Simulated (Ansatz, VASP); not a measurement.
**SnS2 (1T-SnS2 3 layers, AA) in two plane-wave programs**

One calculation is typed for both programs; each brings its own data sets. How far apart do they land? The cell is taken from a series of runs on this material, whose earlier steps may have relaxed, scaled, displaced or heated it; both programs get it as it stands.

Method: plane waves, with VASP 6.6.1 beside it; single point at PBE with D3(BJ), in Ansatz 0.2.0.

### 1. The starting structure

The cell holds 9 atoms: 6 S and 3 Sn. Cell: a = 3.668 Å, b = 3.668 Å, c = 32.594 Å, α = 90.0°, β = 90.0°, γ = 120.0°. Vacuum lies along c.

### 2. VASP: single point, PBE with D3(BJ)

A single point gives forces, pressure and levels at one fixed geometry, so differences don't come from the geometry; what else differs is listed under the comparison.

Lines of VASP's logs that name or quote its potential files are left out, and so is its time.

INCAR reads:

```
SYSTEM = SnS2
PREC = Accurate
ENCUT = 400
EDIFF = 1E-06
NELM = 120
ISMEAR = -1
SIGMA = 0.02585
LREAL = .FALSE.
ALGO = Normal
GGA = PE
IVDW = 12
NBANDS = 48
LORBIT = 11
LWAVE = .FALSE.
LCHARG = .FALSE.
ISIF = 2
LDIPOL = .TRUE.
IDIPOL = 3
DIPOL = 0.5 0.5 0.5
LVHAR = .TRUE.
LASPH = .TRUE.
GGA_COMPAT = .FALSE.
EFERMI = MIDGAP
NELMDL = -8
KPAR = 2
```

POSCAR reads:

```
SnS2
1.0
    3.6678846887      0.0000000000      0.0000000000
   -1.8339423443      3.1764813185      0.0000000000
    0.0000000000      0.0000000000     32.5940355197
S Sn
6 3
Direct
    0.6666666667      0.3333333333      0.2761241392
    0.3333333333      0.6666666667      0.3670142221
    0.6666666667      0.3333333333      0.4546173404
    0.3333333333      0.6666666667      0.5453826596
    0.6666666667      0.3333333333      0.6329857779
    0.3333333333      0.6666666667      0.7238758608
    0.0000000000      0.0000000000      0.3216062340
    0.0000000000      0.0000000000      0.5000000000
    0.0000000000      0.0000000000      0.6783937660
```

KPOINTS reads:

```
Automatic mesh
0
Gamma
18 18 1
0 0 0
```

PAW data sets: S and Sn_d (PBE family, release 64).

Launch:

```sh
$ mpirun -np 2 vasp_std
```

Numbers of over 12 decimals in the logs are rounded to 6 here.

The log of the run:

```text
[banner, memory and clock lines left out]
running    2 mpi-ranks, on    1 nodes
 distrk:  each k-point on    1 cores,    2 groups
 distr:  one band on    1 cores,    1 groups

 POSCAR found type information on POSCAR S Sn
 POSCAR found :  2 types and       9 ions
 LDA part: xc-table for (Slater+PW92), standard interpolation
 POSCAR, INCAR and KPOINTS ok, starting setup
 FFT: planning ... GRIDC
 FFT: planning ... GRID_SOFT
 FFT: planning ... GRID
 WAVECAR not read
 entering main loop
       N       E                     dE             d eps       ncg     rms          rms(c)
DAV:   1     0.702456848926E+03    0.70246E+03   -0.31062E+04  3904   0.137E+03
DAV:   2     0.641422506732E+02   -0.63831E+03   -0.61911E+03  3968   0.352E+02
DAV:   3    -0.355370859377E+02   -0.99679E+02   -0.97442E+02  4272   0.162E+02
DAV:   4    -0.408214886554E+02   -0.52844E+01   -0.52376E+01  4328   0.403E+01
DAV:   5    -0.410299837891E+02   -0.20850E+00   -0.20829E+00  5248   0.763E+00
DAV:   6    -0.410356628563E+02   -0.56791E-02   -0.56784E-02  5248   0.110E+00
DAV:   7    -0.410358078417E+02   -0.14499E-03   -0.14498E-03  5488   0.167E-01
DAV:   8    -0.410358103585E+02   -0.25169E-05   -0.25169E-05  5264   0.238E-02    0.148E+01
DAV:   9    -0.395820412433E+02    0.14538E+01   -0.30120E+00  4968   0.132E+01    0.106E+01
DAV:  10    -0.395697605725E+02    0.12281E-01   -0.15863E+00  4664   0.559E+00    0.159E+00
DAV:  11    -0.395144473281E+02    0.55313E-01   -0.28727E-01  4816   0.367E+00    0.134E+00
DAV:  12    -0.395167370435E+02   -0.22897E-02   -0.20473E-02  4296   0.589E-01    0.333E-01
DAV:  13    -0.395166156578E+02    0.12139E-03   -0.25865E-03  5104   0.400E-01    0.273E-01
DAV:  14    -0.395168153705E+02   -0.19971E-03   -0.65297E-04  4192   0.114E-01    0.725E-02
DAV:  15    -0.395168469791E+02   -0.31609E-04   -0.55524E-05  5304   0.349E-02    0.346E-02
DAV:  16    -0.395169092058E+02   -0.62227E-04   -0.34813E-05  4632   0.368E-02    0.139E-02
DAV:  17    -0.395169189469E+02   -0.97411E-05   -0.34438E-06  3824   0.872E-03    0.108E-02
DAV:  18    -0.395169293153E+02   -0.10368E-04   -0.29416E-07  2704   0.260E-03    0.864E-03
DAV:  19    -0.395169850624E+02   -0.55747E-04   -0.41776E-06  3336   0.668E-03    0.506E-03
DAV:  20    -0.395170005838E+02   -0.15521E-04   -0.63745E-07  2848   0.295E-03    0.381E-03
DAV:  21    -0.395170157741E+02   -0.15190E-04   -0.96190E-07  2968   0.278E-03    0.329E-03
DAV:  22    -0.395170214129E+02   -0.56389E-05   -0.33856E-07  2800   0.237E-03    0.217E-03
DAV:  23    -0.395170219263E+02   -0.51332E-06   -0.51617E-08  2656   0.104E-03
   1 F= -.42166322E+02 E0= -.42166322E+02  d E =-.699175E-13
```

OUTCAR, selected parts (step 2):

```text
ion  position               nearest neighbor table
   1  0.667  0.333  0.276-   7 2.58   7 2.58   7 2.58
   2  0.333  0.667  0.367-   7 2.58   7 2.58   7 2.58
   3  0.667  0.333  0.455-   8 2.58   8 2.58   8 2.58
   4  0.333  0.667  0.545-   8 2.58   8 2.58   8 2.58
   5  0.667  0.333  0.633-   9 2.58   9 2.58   9 2.58
   6  0.333  0.667  0.724-   9 2.58   9 2.58   9 2.58
   7  0.000  0.000  0.322-   2 2.58   2 2.58   2 2.58   1 2.58   1 2.58   1 2.58
   8  0.000  0.000  0.500-   3 2.58   4 2.58   4 2.58   3 2.58   3 2.58   4 2.58
   9  0.000  0.000  0.678-   5 2.58   5 2.58   5 2.58   6 2.58   6 2.58   6 2.58

  LATTYP: Found a hexagonal cell.
 ALAT       =     3.6678846887
 C/A-ratio  =     8.8863304836

 Subroutine GETGRP returns: Found 12 space group operations
 (whereof 12 operations were pure point group operations)

The static configuration has the point symmetry D_3d.

 Found     37 irreducible k-points:

   k-points           NKPTS =     37   k-points in BZ     NKDIM =     37   number of bands    NBANDS=     48

   dimension x,y,z NGX =    24 NGY =   24 NGZ =  216
   dimension x,y,z NGXF=    48 NGYF=   48 NGZF=  432

   ENCUT  =  400.0 eV  29.40 Ry    5.42 a.u.   5.98  5.98 53.15*2*pi/ulx,y,z

   NELECT =      78.0000    total number of electrons

 k-points in reciprocal lattice and weights: Automatic mesh
   0.00000000  0.00000000  0.00000000       0.003
   0.05555556 -0.00000000  0.00000000       0.019
   0.11111111 -0.00000000  0.00000000       0.019
   0.16666667  0.00000000  0.00000000       0.019
   0.22222222  0.00000000  0.00000000       0.019
   0.27777778  0.00000000  0.00000000       0.019
   0.33333333  0.00000000  0.00000000       0.019
   0.38888889  0.00000000  0.00000000       0.019
   0.44444444  0.00000000  0.00000000       0.019
[...]
0.33333333  0.27777778  0.00000000       0.037
   0.33333333  0.33333333  0.00000000       0.006

 dipolmoment           0.000000      0.000000     -0.000000 electrons x Angstroem

 average (electrostatic) potential at core
       1 -90.9729       2 -91.0056       3 -91.0116       4 -91.0116       5 -91.0056
       6 -90.9729       7-107.0456       8-107.0508       9-107.0456

 E-fermi :   0.1332

 k-point     1 :       0.0000    0.0000    0.0000
  band No.  band energies     occupation
    ...
     35      -0.8137      2.00000
     36      -0.8097      2.00000
     37      -0.8097      2.00000
     38      -0.7703      2.00000
     39      -0.7703      2.00000
     40       1.4512      0.00000
     41       1.8989      0.00000
     42       2.3444      0.00000
     43       3.1084      0.00000
     44       3.1488      0.00000
    ...

 k-point     2 :       0.0556   -0.0000    0.0000
  band No.  band energies     occupation
    ...
     35      -0.9007      2.00000
     36      -0.8472      2.00000
     37      -0.7688      2.00000
     38      -0.7470      2.00000
     39      -0.7255      2.00000
     40       1.6574      0.00000
     41       2.0210      0.00000
     42       2.3790      0.00000
     43       3.3003      0.00000
     44       3.3422      0.00000
    ...

 k-point     3 :       0.1111   -0.0000    0.0000
  band No.  band energies     occupation
    ...
     35      -1.1387      2.00000
     36      -0.8158      2.00000
     37      -0.7248      2.00000
     38      -0.6969      2.00000
     39      -0.6691      2.00000
     40       2.0434      0.00000
     41       2.2159      0.00000
     42       2.3851      0.00000
     43       3.6972      0.00000
     44       3.7517      0.00000
    ...

 Edisp (eV)   -2.64930

  Total      -0.18578    -0.18578    -0.13783    -0.00000     0.00000     0.00000
  in kB      -0.78379    -0.78379    -0.58152    -0.00000     0.00000     0.00000
  external pressure =       -0.72 kB  Pullay stress =        0.00 kB

  energy-cutoff  :      400.00
  volume of cell :      379.75
      direct lattice vectors                 reciprocal lattice vectors
     3.667884689  0.000000000  0.000000000     0.272636706  0.157406876  0.000000000
    -1.833942344  3.176481319  0.000000000     0.000000000  0.314813751  0.000000000
     0.000000000  0.000000000 32.594035520     0.000000000  0.000000000  0.030680460

 POSITION                                       TOTAL-FORCE (eV/Angst)
 -----------------------------------------------------------------------------------
      1.83394      1.05883      9.00000        -0.000000      0.000000      0.005666
     -0.00000      2.11765     11.96247         0.000000      0.000000     -0.006434
      1.83394      1.05883     14.81781         0.000000     -0.000000      0.006941
     -0.00000      2.11765     17.77622        -0.000000     -0.000000     -0.006941
      1.83394      1.05883     20.63156        -0.000000      0.000000      0.006434
     -0.00000      2.11765     23.59404         0.000000      0.000000     -0.005666
      0.00000      0.00000     10.48245        -0.000000      0.000000     -0.000103
      0.00000      0.00000     16.29702        -0.000000      0.000000      0.000000
      0.00000      0.00000     22.11159        -0.000000     -0.000000      0.000103
 -----------------------------------------------------------------------------------
    total drift:                               -0.000000     -0.000000      0.000000

  FREE ENERGIE OF THE ION-ELECTRON SYSTEM (eV)
  ---------------------------------------------------
  free  energy   TOTEN  =       -42.1663223739 eV

  energy  without entropy=      -42.1663223739  energy(sigma->0) =      -42.16632237

 vacuum level on the upper side and lower side of the slab         6.060         6.060

 total charge
# of ion       s       p       d       tot
------------------------------------------
    1        1.364   2.332   0.000   3.697
    2        1.367   2.331   0.000   3.698
    3        1.367   2.331   0.000   3.698
    4        1.367   2.331   0.000   3.698
    5        1.367   2.331   0.000   3.698
    6        1.364   2.332   0.000   3.697
    7        1.021   1.028  10.138  12.186
    8        1.023   1.030  10.138  12.191
    9        1.021   1.028  10.138  12.186
--------------------------------------------------
tot         11.260  17.075  30.414  58.749

[... 3 further parts left out ...]
```

### 3. Ansatz: single point, PBE with D3(BJ)

Ansatz runs on its default PAW (the set named soft_2) files.

The same cell, functional, mesh and smearing now go to Ansatz, which takes its cutoff from its data sets.

input.yaml reads:

```yaml
crystal:
  lattice:
    - [3.6678846887, 0.0, 0.0]
    - [-1.8339423443, 3.1764813185, 0.0]
    - [0.0, 0.0, 32.5940355197]
  atoms:
    - { symbol: S, position: [0.6666666667, 0.3333333333, 0.2761241392] }
    - { symbol: Sn, position: [0.0, 0.0, 0.321606234] }
    - { symbol: S, position: [0.3333333333, 0.6666666667, 0.3670142221] }
    - { symbol: S, position: [0.6666666667, 0.3333333333, 0.4546173404] }
    - { symbol: Sn, position: [0.0, 0.0, 0.5] }
    - { symbol: S, position: [0.3333333333, 0.6666666667, 0.5453826596] }
    - { symbol: S, position: [0.6666666667, 0.3333333333, 0.6329857779] }
    - { symbol: Sn, position: [0.0, 0.0, 0.678393766] }
    - { symbol: S, position: [0.3333333333, 0.6666666667, 0.7238758608] }
kpoints:
  mp_grid: { grid: [18, 18, 1] }
  band_path:
    path: [[0, 0, 0], [0.5, 0, 0], [0.33333333, 0.33333333, 0], [0, 0, 0]]
    npoints: 16
hamiltonian:
  xc: pbe
  dispersion: d3bj
scf:
  occupations: { method: fermi_dirac, width: 0.02585 }
  convergence: { dr2_threshold: 1.0e-10 }
efield:
  axis: 3
  dipole_correction: true
  ramp_position: 0.97
  ramp_width: 0.06
  amplitude: 0
output:
  dos: { projected: true, e_range: [-6, 5] }
  write_potential: true
  write_density: true
  volumetric_format: npy
  elf: true
```

Launch:

```sh
$ ansatz run input.yaml --threads 4 --pin off --max-ram 8192MiB --backend cpu --events-out ev --progress --plain --runs-dir out
```

The log of the run:

```text
Engine: ansatz 0.2.0, x86_64-unknown-linux-gnu
Pseudopotentials: kind: paw
Pseudopotential: S, paw, valence charge 6, recommended cutoff 420 eV (normal), S.paw.azcp
Pseudopotential: Sn, paw, valence charge 14, recommended cutoff 420 eV (normal), Sn.paw.azcp
Functional definition: PBE
  parameter kappa = 0.804
  parameter beta = 0.066725
  exchange = pbe_x(kappa = kappa, mu = beta*pi^2/3)
  correlation = pbe_c(beta = beta)
Crystal: 9 atoms, lattice volume = 379.752 Å³
Basis set: ecut = 420 eV, 7405 PW (Γ)
Bands: 48, of which v1, the nominal top of the filled ones, is band 39 counted from 1 (38 counted from 0)
Symmetry: 6 space group operations
k-points: 37 of 324 (time reversal used)
Non-local potential: S, projectors of the file, l = 0: 2, l = 1: 2, l = 2: 2
Non-local potential: Sn, projectors of the file, l = 0: 2, l = 1: 2, l = 2: 2, l = 3: 2
PAW form: soft (Blöchl's): semilocal exchange-correlation on the pseudo side does not see the compensation charge
PAW one-centre angular grid: S, 110 points (default); XC on 64 Gauss nodes
PAW one-centre angular grid: Sn, 590 points (default); XC on 64 Gauss nodes
Initial density: superposition of atomic densities (neutral atoms: chi_scale 0, normalization atom), corrected by the library's trained network
Initial wavefunctions: pseudopotential atomic-orbital guess
Functional: x = pbe(κ = 0.804, μ = 0.219515), c = pbe(β = 0.066725)
SCF iter   1: F=—  HF=-23490.959685 eV  |F-HF|=—  |Δ(HF+E_count)|=         —  Δρ=1.00e-3  dr2=1.11e-2  ethr=1.77e-3  p=0.000 e·Å  D=1.13e-14 V/Å  ΔV_dip=-0.00 eV  dr2_dipole=5.42e-8  V_vac-E_F(+/−)=5.80/5.80 eV  ⟨swp⟩=11.1  Hψ=10070  notcnv=0  defer=8
efield: sawtooth ramp at fractional position 0.9700 (set: `efield.ramp_position`, or a place that a band, a saddle search or an elastic batch's reference lends), width 0.0600; the density the first Hamiltonian is built on has a dipole p = 0.000 e·Å; the dipole correction subtracts the counter field D = 1.13e-14 V/Å, which shifts the + side's vacuum level by -0.00 eV against the − side's; the planar-averaged density in the ramp window peaks in size at 7.0e-6 e/Å³
preconditioner: auto → Resta (q_TF=auto, 2.096 Å⁻¹)  ε∞=2.2  [insulator: Δε(μ)=1.466 eV  Ē_g=15.500 eV  σ=0.026 eV  W_gap=1.00  n_scr=62 (ndim 8)  ℏωp=16.8 eV  f_vac=0.458  D(μ)=0.00/eV (n_scr^D=0)  ε∞_Penn≈2.2  vacuum switching on, ρ_ref=1.7e-2 e/Å³]
SCF iter   2: F=—  HF=-23490.955880 eV  |F-HF|=—  |Δ(HF+E_count)|=   3.81e-3  Δρ=7.17e-4  dr2=9.52e-3  ethr=1.43e-5  p=0.000 e·Å  D=5.49e-5 V/Å  ΔV_dip=-0.00 eV  dr2_dipole=2.56e-7  V_vac-E_F(+/−)=5.94/5.94 eV  ⟨swp⟩=3.6  Hψ=3805  notcnv=0  defer=114
SCF iter   3: F=—  HF=-23490.955233 eV  |F-HF|=—  |Δ(HF+E_count)|=   6.47e-4  Δρ=3.93e-4  dr2=1.56e-3  ethr=1.22e-5  p=-0.000 e·Å  D=-1.33e-5 V/Å  ΔV_dip=0.00 eV  dr2_dipole=3.30e-8  V_vac-E_F(+/−)=5.87/5.87 eV  ⟨swp⟩=2.3  Hψ=2229  notcnv=0  defer=114
SCF iter   4: F=—  HF=-23490.955669 eV  |F-HF|=—  |Δ(HF+E_count)|=   4.36e-4  Δρ=1.77e-4  dr2=1.24e-4  ethr=2.00e-6  p=0.000 e·Å  D=5.05e-6 V/Å  ΔV_dip=-0.00 eV  dr2_dipole=3.30e-9  V_vac-E_F(+/−)=5.91/5.91 eV  ⟨swp⟩=2.4  Hψ=2505  notcnv=0  defer=114
SCF iter   5: F=—  HF=-23490.955882 eV  |F-HF|=—  |Δ(HF+E_count)|=   2.13e-4  Δρ=7.40e-5  dr2=1.44e-5  ethr=1.59e-7  p=-0.000 e·Å  D=-1.41e-5 V/Å  ΔV_dip=0.00 eV  dr2_dipole=2.07e-8  V_vac-E_F(+/−)=5.92/5.92 eV  ⟨swp⟩=2.2  Hψ=2405  notcnv=0  defer=114
SCF iter   6: F=—  HF=-23490.955902 eV  |F-HF|=—  |Δ(HF+E_count)|=   1.97e-5  Δρ=2.26e-5  dr2=4.39e-6  ethr=1.85e-8  p=0.000 e·Å  D=9.36e-5 V/Å  ΔV_dip=-0.00 eV  dr2_dipole=9.95e-7  V_vac-E_F(+/−)=5.92/5.93 eV  ⟨swp⟩=2.0  Hψ=3105  notcnv=0  defer=114
SCF iter   7: F=—  HF=-23490.955884 eV  |F-HF|=—  |Δ(HF+E_count)|=   1.78e-5  Δρ=1.05e-5  dr2=1.49e-6  ethr=5.63e-9  p=-0.000 e·Å  D=-7.91e-5 V/Å  ΔV_dip=0.00 eV  dr2_dipole=7.12e-7  V_vac-E_F(+/−)=5.93/5.93 eV  ⟨swp⟩=2.4  Hψ=2739  notcnv=0  defer=114
SCF iter   8: F=—  HF=-23490.955884 eV  |F-HF|=—  |Δ(HF+E_count)|=   2.69e-7  Δρ=5.38e-6  dr2=1.08e-7  ethr=1.92e-9  p=0.000 e·Å  D=4.99e-6 V/Å  ΔV_dip=-0.00 eV  dr2_dipole=2.81e-9  V_vac-E_F(+/−)=5.93/5.93 eV  ⟨swp⟩=2.0  Hψ=2018  notcnv=0  defer=114
SCF iter   9: F=—  HF=-23490.955884 eV  |F-HF|=—  |Δ(HF+E_count)|=   4.72e-8  Δρ=2.02e-6  dr2=1.77e-8  ethr=1.39e-10  p=-0.000 e·Å  D=-1.16e-6 V/Å  ΔV_dip=0.00 eV  dr2_dipole=1.46e-10  V_vac-E_F(+/−)=5.93/5.93 eV  ⟨swp⟩=2.0  Hψ=3108  notcnv=0  defer=114
SCF iter  10: F=—  HF=-23490.955884 eV  |F-HF|=—  |Δ(HF+E_count)|=   2.25e-9  Δρ=6.11e-7  dr2=5.58e-9  ethr=2.27e-11  p=0.000 e·Å  D=1.40e-6 V/Å  ΔV_dip=-0.00 eV  dr2_dipole=1.92e-10  V_vac-E_F(+/−)=5.93/5.93 eV  ⟨swp⟩=2.0  Hψ=3105  notcnv=0  defer=114
SCF iter  11: F=—  HF=-23490.955884 eV  |F-HF|=—  |Δ(HF+E_count)|=  4.98e-10  Δρ=3.46e-7  dr2=2.10e-9  ethr=7.16e-12  p=-0.000 e·Å  D=-7.19e-7 V/Å  ΔV_dip=0.00 eV  dr2_dipole=3.56e-11  V_vac-E_F(+/−)=5.93/5.93 eV  ⟨swp⟩=2.1  Hψ=2133  notcnv=0  defer=114
SCF iter  12: F=—  HF=-23490.955884 eV  |F-HF|=—  |Δ(HF+E_count)|=  6.91e-11  Δρ=1.59e-7  dr2=3.78e-10  ethr=2.70e-12  p=-0.000 e·Å  D=-3.34e-7 V/Å  ΔV_dip=0.00 eV  dr2_dipole=7.93e-12  V_vac-E_F(+/−)=5.93/5.93 eV  ⟨swp⟩=2.0  Hψ=1816  notcnv=0  defer=114
SCF iter  13: F=-23490.955884 eV  HF=-23490.955884 eV  |F-HF|=8.73e-11  |Δ(HF+E_count)|=  3.64e-12  Δρ=5.55e-8  dr2=2.31e-11  ethr=1.00e-12  p=-0.000 e·Å  D=-6.48e-8 V/Å  ΔV_dip=0.00 eV  dr2_dipole=3.24e-13  V_vac-E_F(+/−)=5.93/5.93 eV  ⟨swp⟩=12.9  Hψ=5775  notcnv=0
SCF 1 converged in 13 iterations: F = -23490.955884 eV  dr2 = 2.31e-11
  greatest PAW one-centre occupation: 0.993 electrons in one spin orbital (limit 2), on the Sn atom at site 7 (counted from 0), in its partial waves of l = 2
NSCF: frozen V_eff on 49 k-points
efield: sawtooth ramp at fractional position 0.9700 (kept from the solve that this one continues, or follows in the run), width 0.0600; the density the first Hamiltonian is built on has a dipole p = -0.000 e·Å; the dipole correction subtracts the counter field D = -6.48e-8 V/Å, which shifts the + side's vacuum level by +0.00 eV against the − side's; the planar-averaged density in the ramp window peaks in size at 3.5e-8 e/Å³
WARN: The output density's exchange-correlation potential varies sharply where the density is thin. Do not read a vacuum level from v_tot or v_xc, or from such a field of the output density. On a cell that repeats whose density bears no net charge and no dipole along the vacuum's axis use v_es (v_loc + v_h of the components); under efield.dipole_correction with no amplitude use v_es + v_field, which holds any externa [...]
SCF converged after 13 iterations
Free energy (F): -23490.955884 eV
Harris-Foulkes:  -23490.955884 eV  (|F-HF|=8.73e-11)
Internal energy: -23490.955884 eV  (E = F + TS)
E sigma→0 (E₀):  -23490.955884 eV
Fermi energy:    1.121395 eV
Dipole field:    D = 0.000000 V/Å  (p = 0.000001 e·Å, saw-weighted, corrected)
Work function:   Φ+ = 5.9264 eV   Φ− = 5.9264 eV
Levels:          The Fermi level and band energies are counted from a zero that moves with the ramp; work functions are not
--- Per-component energies (eV) ---
  E_band       = -828.901769
  E_kinetic    = 1201.020152
  E_local      = -64144.455921  (includes V_loc(G=0)·N_el)
  E_nonlocal   = 80.984622
  E_hartree    = 31982.080632
  E_xc         = -1723.886026
  E_vxc        = -805.912144  (∫ρ·V_xc dr)
  E_paw        = -16029.625572  (= ΣΔE_a)
  E_vpaw       = -1124.699259  (= ΣTr[D̂ρ^β])
  E_aug_tail   = 0.000008  (compensation charges beyond the density's cutoff)
  E_efield     = 0.000000  (sawtooth field / dipole correction)
  E_vefield    = 0.000000  (∫n·V_field dr)
  E_ewald      = 25145.575877
  E_disp       = -2.649656  (pairwise vdW)
  E_smearing   = -0.000000  (= −TS)
  E_closure    = 0.000000  (closes the sum)
  Σ components = -23490.955884   (vs F -23490.955884, Δ=0.00e0)
--- Band table (eV; the first three rows and the last of 37) ---
  k-point 0: bands = [... 35 lower, 0.1612, 0.1714, 0.2005, 0.2005, 2.4072, 2.8572, 3.3021, 4.0713, ... 5 higher]
  k-point 1: bands = [... 35 lower, 0.1242, 0.2024, 0.2359, 0.2455, 2.6149, 2.9804, 3.3383, 4.2637, ... 5 higher]
  k-point 2: bands = [... 35 lower, 0.1560, 0.2467, 0.2860, 0.3022, 3.0045, 3.1787, 3.3483, 4.6613, ... 5 higher]
  k-point 36: bands = [... 35 lower, -0.3906, -0.3906, 0.0022, 0.0022, 2.5055, 2.9007, 3.2900, 5.9271, ... 5 higher]
```

The column dr2 measures how far the density is from self-consistency, as an energy; F and HF (Harris–Foulkes) agree once it is small.

### 4. Differences

Known differences besides the potentials themselves: the cutoff is 420 eV in Ansatz and 400 eV in VASP. Total energies have different zeros and are not compared.

The two programs side by side:

```
              quantity  Ansatz   VASP  difference
gap on the k mesh (eV)   1.468  1.473      -0.006
```

A gap on the mesh is an upper bound, since the band edges may lie between its points. With vacuum in the cell, a pressure given here is an average over mostly empty space and none of the material.

### 5. Results

```yaml
difference_in_gap_on_the_k_mesh_single_point_pbe_with_d3_bj: -0.0057 eV
```

**Reading.** The difference in gap on the k mesh is -0.0057 eV (single point, PBE with D3(BJ)), within the 0.08 eV picked in this series as the mark of a large difference. How closely two codes agree says nothing of how well the functional describes the real material.

[Lines on the potential files, build, host, timing and source positions are cut from VASP's logs without a mark.]

[Logs are printed without paths, hosts, clocks, repeated set-up lines and the standing remarks that a program may print on its own settings, such as how far it seeks lower states.]

[Hosts, paths, dates, database ids (printed as entryN), source tags and the programs' standing remarks are cut or masked in the printed files.]
